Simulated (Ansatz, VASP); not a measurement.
# WSe2 in two plane-wave programs, part 2 of 2

Aim: how closely do two programs agree when they are given the same cell, functional and k mesh? The cell is taken from a series of runs on this material, whose earlier steps may have relaxed, scaled, displaced or heated it; both programs get it as it stands.

VASP 6.6.1 and Ansatz 0.2.0.

So far: The starting structure; Ansatz: single point, PBEsol, spin-orbit coupling.

### 3. VASP: single point, PBEsol, spin-orbit coupling

Level of this step: PBEsol, spin-orbit coupling, no spin polarisation; plane waves and PAW (Se, W) (VASP).

The same cell, functional, mesh and smearing now go to VASP, with its own data sets.

Lines of VASP's logs that name or quote its potential files are left out, and so is its time.

INCAR

```
SYSTEM = WSe2
PREC = Accurate
ENCUT = 520
EDIFF = 1E-06
NELM = 200
ISMEAR = -1
SIGMA = 0.02
LREAL = .FALSE.
ALGO = Normal
GGA = PS
LNONCOLLINEAR = .TRUE.
MAGMOM = 0 0 0 0 0 0 0 0 0 0 0 0 0 0 0 0 0 0 0 0 0 0 0 0 0 0 0
NBANDS = 72
GGA_COMPAT = .FALSE.
LASPH = .TRUE.
LSORBIT = .TRUE.
LMAXMIX = 4
LORBIT = 11
LWAVE = .FALSE.
LCHARG = .FALSE.
ISIF = 2
LDIPOL = .TRUE.
IDIPOL = 3
DIPOL = 0.5 0.5 0.5
LVHAR = .TRUE.
EFERMI = MIDGAP
NELMDL = -8
KPAR = 2
```

POSCAR

```
WSe2
1.0
    3.2337893724      0.0000000000      0.0000000000
   -1.6168946862      2.8005437470      0.0000000000
    0.0000000000      0.0000000000     54.8000000000
Se W
6 3
Direct
    0.3333333334      0.6666666666      0.3559884775
    0.3333333334      0.6666666666      0.4173668767
    0.6666666667      0.3333333333      0.4693430122
    0.6666666667      0.3333333333      0.5306569878
    0.3333333334      0.6666666666      0.5826331233
    0.3333333334      0.6666666666      0.6440115225
    0.6666666667      0.3333333333      0.3866714842
    0.3333333334      0.6666666666      0.5000000000
    0.6666666667      0.3333333333      0.6133285158
```

KPOINTS

```
Automatic mesh
0
Gamma
6 6 1
0 0 0
```

The projector-augmented-wave data sets are Se and W (PBE family, release 64).

On the command line:

```sh
$ mpirun -np 2 vasp_ncl
```

Numbers of over 12 decimals in the logs are rounded to 6 here.

Output:

```text
[banner, memory and clock lines left out]
running    2 mpi-ranks, on    1 nodes
 distrk:  each k-point on    1 cores,    2 groups
 distr:  one band on    1 cores,    1 groups

 POSCAR found type information on POSCAR SeW
 POSCAR found :  2 types and       9 ions
|                                                                             |
|               ----> ADVICE to this user running VASP <----                  |
|                                                                             |
|     You enforced a specific xc type in the INCAR file but a different       |
|     [... a line on the potential file left out ...]
|     I HOPE YOU KNOW WHAT YOU ARE DOING!                                     |
|                                                                             |

 LDA part: xc-table for (Slater+PW92), standard interpolation
|                                                                             |
|           W    W    AA    RRRRR   N    N  II  N    N   GGGG   !!!           |
|           W    W   A  A   R    R  NN   N  II  NN   N  G    G  !!!           |
|           W    W  A    A  R    R  N N  N  II  N N  N  G       !!!           |
|           W WW W  AAAAAA  RRRRR   N  N N  II  N  N N  G  GGG   !            |
|           WW  WW  A    A  R   R   N   NN  II  N   NN  G    G                |
|           W    W  A    A  R    R  N    N  II  N    N   GGGG   !!!           |
|                                                                             |
|     One of the lattice vectors is very long (>50 A), but AMIN is rather     |
|     large. This can spoil convergence since charge sloshing might occur     |
|     along the long lattice vector. If problems with convergence are         |
|     observed, try to decrease AMIN to a smaller value (e.g. 0.01).          |
|     Note: This warning only applies if the self-consistency cycle is        |
|     used.                                                                   |
|                                                                             |

 POSCAR, INCAR and KPOINTS ok, starting setup
 FFT: planning ... GRIDC
 FFT: planning ... GRID_SOFT
 FFT: planning ... GRID
 WAVECAR not read
 entering main loop
       N       E                     dE             d eps       ncg     rms          rms(c)
DAV:   1     0.419848541987E+03    0.41985E+03   -0.18841E+04  1488   0.114E+03
DAV:   2    -0.109936509754E+02   -0.43084E+03   -0.41035E+03  2056   0.232E+02
DAV:   3    -0.711704392373E+02   -0.60177E+02   -0.59303E+02  1768   0.923E+01
DAV:   4    -0.732812917888E+02   -0.21109E+01   -0.20900E+01  1904   0.196E+01
DAV:   5    -0.733585511394E+02   -0.77259E-01   -0.76920E-01  2152   0.321E+00
DAV:   6    -0.733607431282E+02   -0.21920E-02   -0.21850E-02  2008   0.522E-01
DAV:   7    -0.733608198124E+02   -0.76684E-04   -0.76488E-04  2200   0.877E-02
DAV:   8    -0.733608220049E+02   -0.21925E-05   -0.21868E-05  1952   0.135E-02    0.417E+01
DAV:   9    -0.711498396514E+02    0.22110E+01   -0.86031E+00  2048   0.121E+01    0.175E+01
DAV:  10    -0.707636895057E+02    0.38615E+00   -0.51251E+00  1840   0.102E+01    0.960E+00
DAV:  11    -0.705036887699E+02    0.26000E+00   -0.69120E-01  1888   0.455E+00    0.131E+00
DAV:  12    -0.704948697960E+02    0.88190E-02   -0.14100E-01  1944   0.156E+00    0.492E-01
DAV:  13    -0.704922557850E+02    0.26140E-02   -0.14803E-02  1872   0.613E-01    0.398E-01
DAV:  14    -0.704913548263E+02    0.90096E-03   -0.33321E-03  2032   0.235E-01    0.225E-01
[...]
DAV:  22    -0.704917928614E+02   -0.75006E-04   -0.25727E-06  1576   0.513E-03    0.252E-03
DAV:  23    -0.704918108180E+02   -0.17957E-04   -0.34558E-07  1208   0.201E-03    0.130E-03
DAV:  24    -0.704918229262E+02   -0.12108E-04   -0.86572E-08  1048   0.108E-03    0.130E-03
DAV:  25    -0.704918374644E+02   -0.14538E-04   -0.30618E-07  1184   0.107E-03    0.962E-04
DAV:  26    -0.704918410362E+02   -0.35718E-05   -0.69779E-08  1112   0.580E-04    0.810E-04
DAV:  27    -0.704918455205E+02   -0.44843E-05   -0.65644E-08  1064   0.595E-04    0.310E-04
DAV:  28    -0.704918476984E+02   -0.21779E-05   -0.40465E-08  1032   0.489E-04    0.139E-04
DAV:  29    -0.704918480678E+02   -0.36949E-06   -0.11873E-09   888   0.234E-04
   1 F= -.70491848E+02 E0= -.70491848E+02  d E =-.666489E-10  mag=     0.0000     0.0000    -0.0000
```

OUTCAR, selected parts (step 3):

```text
ion  position               nearest neighbor table
   1  0.333  0.667  0.356-   7 2.51   7 2.51   7 2.51
   2  0.333  0.667  0.417-   7 2.51   7 2.51   7 2.51
   3  0.667  0.333  0.469-   8 2.51   8 2.51   8 2.51
   4  0.667  0.333  0.531-   8 2.51   8 2.51   8 2.51
   5  0.333  0.667  0.583-   9 2.51   9 2.51   9 2.51
   6  0.333  0.667  0.644-   9 2.51   9 2.51   9 2.51
   7  0.667  0.333  0.387-   1 2.51   1 2.51   1 2.51   2 2.51   2 2.51   2 2.51
   8  0.333  0.667  0.500-   3 2.51   4 2.51   3 2.51   4 2.51   3 2.51   4 2.51
   9  0.667  0.333  0.613-   6 2.51   6 2.51   6 2.51   5 2.51   5 2.51   5 2.51

  LATTYP: Found a hexagonal cell.
 ALAT       =     3.2337893724
 C/A-ratio  =    16.9460634844

 Subroutine GETGRP returns: Found 12 space group operations
 (whereof 12 operations were pure point group operations)

The static configuration has the point symmetry D_3h.

 Found     10 irreducible k-points:

   k-points           NKPTS =     10   k-points in BZ     NKDIM =     10   number of bands    NBANDS=     72

   dimension x,y,z NGX =    24 NGY =   24 NGZ =  420
   dimension x,y,z NGXF=    48 NGYF=   48 NGZF=  840

   ENCUT  =  520.0 eV  38.22 Ry    6.18 a.u.   6.01  6.01101.89*2*pi/ulx,y,z

   NELECT =      54.0000    total number of electrons

 k-points in reciprocal lattice and weights: Automatic mesh
   0.00000000  0.00000000  0.00000000       0.028
   0.16666667 -0.00000000  0.00000000       0.083
  -0.16666667  0.00000000  0.00000000       0.083
   0.33333333  0.00000000  0.00000000       0.083
  -0.33333333  0.00000000  0.00000000       0.083
   0.50000000 -0.00000000  0.00000000       0.083
   0.16666667  0.16666667  0.00000000       0.167
   0.33333333  0.16666667  0.00000000       0.167
  -0.33333333 -0.16666667  0.00000000       0.167
   0.33333333  0.33333333  0.00000000       0.056

 dipolmoment           0.000000      0.000000     -0.000000 electrons x Angstroem

 average (electrostatic) potential at core
       1 -59.4812       2 -59.5187       3 -59.5310       4 -59.5310       5 -59.5187
       6 -59.4812       7 -46.6539       8 -46.6538       9 -46.6539

 E-fermi :  -0.6135

 k-point     1 :       0.0000    0.0000    0.0000
  band No.  band energies     occupation
    ...
     50      -2.1266      1.00000
     51      -1.3187      1.00000
     52      -1.3187      1.00000
     53      -1.0435      1.00000
     54      -1.0435      1.00000
     55       1.4701      0.00000
     56       1.4701      0.00000
     57       1.5090      0.00000
     58       1.5090      0.00000
     59       1.5608      0.00000
    ...

 k-point     2 :       0.1667   -0.0000    0.0000
  band No.  band energies     occupation
    ...
     50      -2.2009      1.00000
     51      -1.8600      1.00000
     52      -1.8600      1.00000
     53      -1.8137      1.00000
     54      -1.8137      1.00000
     55       0.6233      0.00000
     56       0.6233      0.00000
     57       0.8013      0.00000
     58       0.8013      0.00000
     59       1.0233      0.00000
    ...

 k-point     3 :      -0.1667    0.0000    0.0000
  band No.  band energies     occupation
    ...
     50      -2.2009      1.00000
     51      -1.8600      1.00000
     52      -1.8600      1.00000
     53      -1.8137      1.00000
     54      -1.8137      1.00000
     55       0.6233      0.00000
     56       0.6233      0.00000
     57       0.8013      0.00000
     58       0.8013      0.00000
     59       1.0233      0.00000
    ...

  Total        3.5113667      3.5113667      2.9832536      0.0000000      0.0000000     -0.0000000
  in kB       11.3357987     11.3357987      9.6308829      0.0000000      0.0000000     -0.0000000
  external PRESSURE =      10.7674934 kB  Pullay stress =       0.0000000 kB

  energy-cutoff  :      520.00
  volume of cell :      496.29
      direct lattice vectors                 reciprocal lattice vectors
     3.233789372  0.000000000  0.000000000     0.309234735  0.178536758  0.000000000
    -1.616894686  2.800543747  0.000000000     0.000000000  0.357073515  0.000000000
     0.000000000  0.000000000 54.800000000     0.000000000  0.000000000  0.018248175

 POSITION                                       TOTAL-FORCE (eV/Angst)
 -----------------------------------------------------------------------------------
      0.00000      1.86703     19.50817         0.000000     -0.000000     -0.089008
      0.00000      1.86703     22.87170         0.000000     -0.000000     -0.039942
      1.61689      0.93351     25.72000         0.000000     -0.000000      0.009274
      1.61689      0.93351     29.08000         0.000000     -0.000000     -0.009274
      0.00000      1.86703     31.92830         0.000000     -0.000000      0.039942
      0.00000      1.86703     35.29183        -0.000000     -0.000000      0.089008
      1.61689      0.93351     21.18960        -0.000000      0.000000     -0.103134
      0.00000      1.86703     27.40000         0.000000     -0.000000     -0.000000
      1.61689      0.93351     33.61040        -0.000000      0.000000      0.103134
 -----------------------------------------------------------------------------------
    total drift:                               -0.000001      0.000000     -0.000000

  FREE ENERGIE OF THE ION-ELECTRON SYSTEM (eV)
  ---------------------------------------------------
  free  energy   TOTEN  =       -70.4918480678 eV

  energy  without entropy=      -70.4918480678  energy(sigma->0) =      -70.49184807

 vacuum level on the upper side and lower side of the slab         3.668         3.668

 Spin-Orbit-Coupling matrix elements
 Ion:    1  E_soc:     -0.0432206
 Ion:    2  E_soc:     -0.0435257
 Ion:    3  E_soc:     -0.0436091
 Ion:    4  E_soc:     -0.0436091
 Ion:    5  E_soc:     -0.0435257
 Ion:    6  E_soc:     -0.0432206
 Ion:    7  E_soc:     -0.3304171
 Ion:    8  E_soc:     -0.3313869
 Ion:    9  E_soc:     -0.3304171

 total charge
# of ion       s       p       d       tot
------------------------------------------
    1        1.476   2.357   0.073   3.907
    2        1.479   2.352   0.078   3.908
    3        1.479   2.352   0.078   3.909
    4        1.479   2.352   0.078   3.909
    5        1.479   2.352   0.078   3.908
    6        1.476   2.357   0.073   3.907
    7        0.544   0.657   4.265   5.466
    8        0.545   0.657   4.271   5.472
    9        0.544   0.657   4.265   5.466
--------------------------------------------------
tot         10.501  16.092  13.259  39.851

 magnetization (x)
# of ion       s       p       d       tot
------------------------------------------
    1        0.000   0.000   0.000   0.000
    2        0.000   0.000   0.000   0.000
    3       -0.000  -0.000   0.000  -0.000
    4        0.000   0.000  -0.000   0.000
    5       -0.000   0.000  -0.000  -0.000
    6        0.000  -0.000  -0.000  -0.000
    7       -0.000  -0.000   0.000   0.000
    8       -0.000   0.000   0.000   0.000
    9        0.000   0.000  -0.000  -0.000
--------------------------------------------------
tot          0.000   0.000  -0.000   0.000

 magnetization (y)
# of ion       s       p       d       tot
------------------------------------------
    1        0.000   0.000   0.000   0.000
    2        0.000   0.000   0.000   0.000
    3        0.000   0.000   0.000   0.000
    4        0.000   0.000   0.000   0.000
    5       -0.000   0.000   0.000  -0.000
    6        0.000   0.000   0.000   0.000
    7        0.000   0.000   0.000   0.000
    8        0.000  -0.000   0.000   0.000
    9        0.000   0.000   0.000   0.000
--------------------------------------------------
tot         -0.000   0.000   0.000  -0.000

 magnetization (z)
# of ion       s       p       d       tot
------------------------------------------
    1       -0.000  -0.000  -0.000  -0.000
    2        0.000   0.000   0.000   0.000
    3       -0.000   0.000   0.000   0.000
    4       -0.000   0.000   0.000  -0.000
    5        0.000   0.000   0.000   0.000
    6        0.000   0.000  -0.000   0.000
    7        0.000   0.000  -0.000  -0.000
    8        0.000   0.000   0.000   0.000
    9        0.000   0.000  -0.000  -0.000
--------------------------------------------------
tot          0.000   0.000  -0.000  -0.000

[... 3 further parts left out ...]
```

This run has no spin polarisation, so a moment on W, if there is one, isn't seen. The gap is read on the k-mesh alone, so it is an upper bound where the band edges lie off the mesh. The data set W keeps the semicore shell frozen, which is cheaper and a little less accurate.

### 4. Side by side

Known differences besides the potentials themselves: spin-orbit coupling enters by fully relativistic files in Ansatz and inside the spheres in VASP; Ansatz cuts the interaction across the vacuum, VASP repeats the sheet with a dipole correction; the data sets hold 138 valence electrons in Ansatz (on its PAW fully relativistic soft_1 files) and 54 in VASP; the cutoff is 420 eV in Ansatz and 520 eV in VASP; Ansatz makes its cores anew for this functional, VASP keeps those of its PBE data sets. Total energies have different zeros and are not compared.

The two programs side by side:

| quantity | Ansatz | VASP | difference |
| --- | --- | --- | --- |
| gap on the k mesh (eV) | 0.859 | 0.860 | -0.001 |

Forces (eV/Å; atoms numbered as in POSCAR):

| atom | Ansatz x, y, z | VASP x, y, z |
| --- | --- | --- |
| Se1 | 0.000, 0.000, -0.102 | 0.000, 0.000, -0.089 |
| Se2 | 0.000, 0.000, -0.029 | 0.000, 0.000, -0.040 |
| Se3 | 0.000, 0.000, -0.001 | 0.000, 0.000, 0.009 |
| Se4 | 0.000, 0.000, 0.001 | 0.000, 0.000, -0.009 |
| Se5 | 0.000, 0.000, 0.029 | 0.000, 0.000, 0.040 |
| Se6 | 0.000, 0.000, 0.102 | 0.000, 0.000, 0.089 |
| W7 | 0.000, 0.000, -0.102 | 0.000, 0.000, -0.103 |
| W8 | 0.000, 0.000, 0.000 | 0.000, 0.000, 0.000 |
| W9 | 0.000, 0.000, 0.102 | 0.000, 0.000, 0.103 |

The forces differ by 5.5 meV/Å r.m.s., which is 14.3 % of the r.m.s. force of 0.039 eV/Å (both taken over all components). A gap on the mesh is an upper bound, since the band edges may lie between its points. With vacuum in the cell, a pressure given here is an average over mostly empty space and none of the material.

### 5. Outcome

```json
{
  "r.m.s. force difference (single point, PBEsol, spin-orbit coupling)": "5.5 meV/Å"
}
```

In words: The r.m.s. force difference is 5.5 meV/Å (single point, PBEsol, spin-orbit coupling), within the 12 meV/Å picked in this series as the mark of a large difference. The data sets hold unlike numbers of valence electrons (138 in Ansatz and 54 in VASP), so part of the differences comes from the potentials. Such differences can come from data sets, numerical settings and the points named under the comparisons, not from the functional's error against experiment.

[Lines on the potential files, build, host, timing and source positions are cut from VASP's logs without a mark.]

[Logs are printed without paths, hosts, clocks, repeated set-up lines and the standing remarks that a program may print on its own settings, such as how far it seeks lower states.]

[Hosts, paths, dates, database ids (printed as entryN), source tags and the programs' standing remarks are cut or masked in the printed files.]
